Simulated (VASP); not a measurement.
Method: r2SCAN meta-GGA, VASP's PBE PAW potentials (set 64) (plane waves; VASP).

A VASP calculation is set up with these files.

KPOINTS_OPT:
```
k-points along high-symmetry lines
10
Line-mode
Reciprocal
  0.000000   0.000000   0.000000 ! GAMMA
  0.000000   0.500000   0.000000 ! X

  0.000000   0.500000   0.000000 ! X
  0.500000   0.500000   0.000000 ! M

  0.500000   0.500000   0.000000 ! M
  0.000000   0.000000   0.000000 ! GAMMA

  0.000000   0.000000   0.000000 ! GAMMA
  0.500000   0.500000   0.500000 ! R

  0.500000   0.500000   0.500000 ! R
  0.000000   0.500000   0.000000 ! X

  0.500000   0.500000   0.500000 ! R
  0.500000   0.500000   0.000000 ! M
```

### KPOINTS
```
Automatic mesh
0
Gamma
8 8 8
0 0 0
```

INCAR:
```
LWAVE = .False.
ISIF = 2   ! forces and stress, cell fixed
ENCUT = 520   ! plane-wave cut-off (eV)
METAGGA = R2SCAN
LREAL = .False.   ! projection in real space or not
LASPH = .True.
ALGO = Normal   ! blocked Davidson
LMIXTAU = .True.
LCHARG = .False.
SYSTEM = SrTiO3
LMAXMIX = 4
LORBIT = 11   ! lm-projected
ISMEAR = -5
NELM = 100
EDIFF = 1E-7   ! SCF stop (eV)
NEDOS = 601
PREC = Accurate
```

**POSCAR**
```
SrTiO3
1.0
  3.9131544602   0.0000000000   0.0000000000
  0.0000000000   3.9131544602   0.0000000000
  0.0000000000   0.0000000000   3.9131544602
Sr Ti O
1 1 3
Cart
  0.0000000000   0.0000000000   0.0000000000
  1.9565772301   1.9565772301   1.9565772301
  1.9565772301   0.0000000000   1.9565772301
  0.0000000000   1.9565772301   1.9565772301
  1.9565772301   1.9565772301   0.0000000000
```

POTCAR, in this order: Sr_sv Ti_sv O (PBE.64 set). Program: vasp_std.

**Question.** What will the output report for the number of irreducible k-points (NKPTS), largest plane-wave count, number of space-group operations, FFT grid (NGX, NGY, NGZ)?

**Answer.** 
| Property | Result |
|---|---|
| number of irreducible k-points (NKPTS) | 35 |
| largest plane-wave count | 1640 |
| number of space-group operations | 48 |
| FFT grid (NGX, NGY, NGZ) | 30 × 30 × 30 |

The compound is SrTiO3 in the cubic perovskite structure, the ideal cubic form; the compound distorts at low or room temperature. It was relaxed first.
